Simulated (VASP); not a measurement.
Computed with vdW-DF-cx, VASP's PBE PAW potentials (set 64) (plane waves; VASP).

A VASP calculation is set up with these files.

### POSCAR
```
BAs
1.0
  0.0000000000   2.3997706242   2.3997706242
  2.3997706242   0.0000000000   2.3997706242
  2.3997706242   2.3997706242   0.0000000000
B As
1 1
Cart
  0.0000000000   0.0000000000   0.0000000000
  1.1998853121   1.1998853121   1.1998853121
```

### KPOINTS
```
Automatic mesh
0
Gamma
11 11 11
0 0 0
```

### INCAR
```
SYSTEM = BAs
PREC = Accurate
ENCUT = 520
EDIFF = 1E-7
NELM = 100
ALGO = Normal
LREAL = .FALSE.
LASPH = .TRUE.
ISMEAR = -5
GGA = CX
LUSE_VDW = .TRUE.
AGGAC = 0.0
LMAXMIX = 4
LWAVE = .FALSE.
LCHARG = .TRUE.
LORBIT = 11
NEDOS = 601
ISIF = 2
```

POTCAR, in this order: B As (PBE.64 set). Program: vasp_std.

The resulting files:

File OUTCAR:
```
 ion  position               nearest neighbor table
   1  0.000  0.000  0.000-   2 2.08   2 2.08   2 2.08   2 2.08
   2  0.250  0.250  0.250-   1 2.08   1 2.08   1 2.08   1 2.08
  LATTYP: Found a face centered cubic cell.
 ALAT       =     4.7995412484
 Subroutine PRICEL returns:
 Original cell was already a primitive cell.
 Subroutine GETGRP returns: Found 24 space group operations
The static configuration has the point symmetry T_d .
The dynamic configuration has the point symmetry T_d .
 Subroutine INISYM returns: Found 24 space group operations
 Subroutine IBZKPT returns following result:
 Found     56 irreducible k-points:

 Following reciprocal coordinates:
            Coordinates               Weight
  0.000000  0.000000  0.000000      1.000000
  0.090909  0.000000  0.000000      8.000000
  0.181818  0.000000  0.000000      8.000000
  0.272727  0.000000  0.000000      8.000000
  0.363636  0.000000  0.000000      8.000000
  0.454545  0.000000  0.000000      8.000000
  0.090909  0.090909  0.000000      6.000000
  0.181818  0.090909  0.000000     24.000000
  0.272727  0.090909  0.000000     24.000000
...
```

OSZICAR:
```
       N       E                     dE             d eps       ncg     rms          rms(c)
DAV:   1     0.158556759957E+02    0.15856E+02   -0.39424E+03   896   0.881E+02
DAV:   2    -0.967798159685E+01   -0.25534E+02   -0.25227E+02  1392   0.109E+02
DAV:   3    -0.100070774898E+02   -0.32910E+00   -0.32910E+00   992   0.167E+01
DAV:   4    -0.100075360098E+02   -0.45852E-03   -0.45852E-03  1360   0.703E-01
DAV:   5    -0.100075361360E+02   -0.12622E-06   -0.12622E-06   968   0.881E-03    0.468E+00
DAV:   6    -0.955004493362E+01    0.45749E+00   -0.13597E+00   920   0.579E+00    0.238E+00
DAV:   7    -0.949135134977E+01    0.58694E-01   -0.19797E-01  1272   0.261E+00    0.876E-01
DAV:   8    -0.948517298455E+01    0.61784E-02   -0.20749E-02  1032   0.100E+00    0.103E-01
DAV:   9    -0.948541109353E+01   -0.23811E-03   -0.55022E-04  1080   0.191E-01    0.556E-02
DAV:  10    -0.948552585711E+01   -0.11476E-03   -0.19480E-04   944   0.104E-01    0.145E-02
DAV:  11    -0.948553079499E+01   -0.49379E-05   -0.57949E-06  1320   0.222E-02    0.126E-02
DAV:  12    -0.948553059816E+01    0.19682E-06   -0.18884E-06   952   0.922E-03    0.228E-03
DAV:  13    -0.948553065852E+01   -0.60353E-07   -0.57534E-08   696   0.210E-03
   1 F= -.94855307E+01 E0= -.94855307E+01  d E =0.000000E+00
```

OUTCAR:
```
------------------------ aborting loop because EDIFF is reached ----------------------------------------
  FORCE on cell =-STRESS in cart. coord.  units (eV):
  Direction    XX          YY          ZZ          XY          YZ          ZX
  --------------------------------------------------------------------------------------
  Total        0.0010350      0.0010350      0.0010350      0.0000000      0.0000000      0.0000000
  in kB        0.0599923      0.0599923      0.0599923      0.0000000      0.0000000      0.0000000
  external PRESSURE =       0.0599923 kB  Pullay stress =       0.0000000 kB
  volume of cell :       27.64
      direct lattice vectors                 reciprocal lattice vectors
     0.000000000  2.399770624  2.399770624    -0.208353246  0.208353246  0.208353246
     2.399770624  0.000000000  2.399770624     0.208353246 -0.208353246  0.208353246
     2.399770624  2.399770624  0.000000000     0.208353246  0.208353246 -0.208353246
  FREE ENERGIE OF THE ION-ELECTRON SYSTEM (eV)
  ---------------------------------------------------
  free  energy   TOTEN  =        -9.4855306585 eV

  energy  without entropy=       -9.4855306585  energy(sigma->0) =       -9.48553066

 total charge

# of ion       s       p       d       tot
------------------------------------------
    1        0.657   1.155   0.000   1.812
    2        1.175   1.656   0.085   2.916
--------------------------------------------------
tot          1.831   2.811   0.085   4.728
```
(Selected blocks of OUTCAR.)

OUTCAR:
```
 val. band max:        5.9409590118   @ k =   0.0000   0.0000   0.0000

 cond. band min:       7.1075027819   @ k =   0.3636   0.3636   0.0000


 Fermi energy:         5.9635307594

 k-point     1 :       0.0000    0.0000    0.0000
  band No.  band energies     occupation
      1      -9.3590      2.00000
      2       5.9410      2.00000
      3       5.9410      2.00000
      4       5.9410      2.00000
      5       9.1742      0.00000
      6       9.1742      0.00000
      7       9.1742      0.00000
      8      10.4425      0.00000

 k-point     2 :       0.0909    0.0000    0.0000
  band No.  band energies     occupation
      1      -9.2248      2.00000
      2       4.7423      2.00000
      3       5.6878      2.00000
      4       5.6878      2.00000
      5       9.3007      0.00000
      6       9.5073      0.00000
      7       9.5073      0.00000
      8      11.2048      0.00000

 k-point     3 :       0.1818    0.0000    0.0000
  band No.  band energies     occupation
      1      -8.8279      2.00000
      2       2.6293      2.00000
      3       5.1774      2.00000
      4       5.1774      2.00000
      5       9.1109      0.00000
      6      10.1591      0.00000
      7      10.1591      0.00000
      8      12.7029      0.00000

 k-point     4 :       0.2727    0.0000    0.0000
  band No.  band energies     occupation
      1      -8.1909      2.00000
      2       0.5169      2.00000
      3       4.6919      2.00000
      4       4.6919      2.00000
      5       8.8464      0.00000
      6      10.6166      0.00000
      7      10.6166      0.00000
      8      13.9997      0.00000

 k-point     5 :       0.3636    0.0000    0.0000
  band No.  band energies     occupation
      1      -7.3844      2.00000
      2      -1.3249      2.00000
      3       4.3410      2.00000
      4       4.3410      2.00000
      5       8.6447      0.00000
      6      10.7206      0.00000
      7      10.7206      0.00000
...
```

The compound is BAs in the zinc blende structure. It was relaxed first.
